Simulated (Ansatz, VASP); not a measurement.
Given: the input of a run of VASP 6.6.1 on ZnBi3.

The input INCAR:

```
SYSTEM = ZnBi3
ALGO = Normal
EDIFF = 1E-7
ENCUT = 520
GGA = PE
ISIF = 2
ISMEAR = -1
LASPH = .True.
LCHARG = .False.
LREAL = .False.
LWAVE = .False.
NBANDS = 36
NELM = 80
PREC = Accurate
SIGMA = 0.05
```

The input KPOINTS:

```
k-points
0
Gamma
  6 6 6
  0 0 0
```

File POSCAR:

```
ZnBi3
1.0
    4.9687405002      0.0000000000      0.0000000000
    0.0000000000      4.9687405002      0.0000000000
    0.0000000000      0.0000000000      4.9687405002
Bi Zn
3 1
Direct
    0.5000000000      0.5000000000      0.0000000000
    0.5000000000      0.0000000000      0.5000000000
    0.0000000000      0.5000000000      0.5000000000
    0.0000000000      0.0000000000      0.0000000000
```

Potentials or basis: VASP PAW PBE potentials, release 64 (Bi_d, Zn).

Launch:

```bash
$ cat potpaw_PBE.64/Bi_d/POTCAR potpaw_PBE.64/Zn/POTCAR > POTCAR
$ mpirun -np 1 vasp_std > vasp.out
```

**Question.** Translate it to Ansatz 0.2.0. Potentials there: Ansatz PAW.

**Answer.** As run (the cutoff follows the program's own potentials):

File input.yaml:

```yaml
crystal:
  lattice:
    - [4.9687405002, 0.0, 0.0]
    - [0.0, 4.9687405002, 0.0]
    - [0.0, 0.0, 4.9687405002]
  atoms:
    - { symbol: Bi, position: [0.5, 0.5, 0.0] }
    - { symbol: Bi, position: [0.5, 0.0, 0.5] }
    - { symbol: Bi, position: [0.0, 0.5, 0.5] }
    - { symbol: Zn, position: [0.0, 0.0, 0.0] }
hamiltonian:
  xc: pbe
  pseudopotentials: { kind: paw }
kpoints:
  mp_grid: { grid: [6, 6, 6] }
scf:
  occupations: { method: fermi_dirac, width: 0.05 }
output:
  forces: true
  stress: true
  eigenvalues: true
```

Potentials or basis: Ansatz PAW.

The run is started by

```bash
$ ansatz run input.yaml --threads 2 --pin off --max-ram 5120MiB --backend cpu --events-out ev --progress --plain --runs-dir out
```

Both were run:

|  | VASP | Ansatz | Ansatz less VASP |
| --- | --- | --- | --- |
| gap on the k mesh at the Fermi level (eV) | none | none | - |
| pressure (GPa) | -2.6 | -2.5 | +0.04 |

A gap of «none» marks a metal or a gap that the smearing closes. With one functional, cell and mesh, what is left measures potentials, basis and numerics.

Caveats: spin-orbit coupling is left out, which moves the levels of the heavy elements.
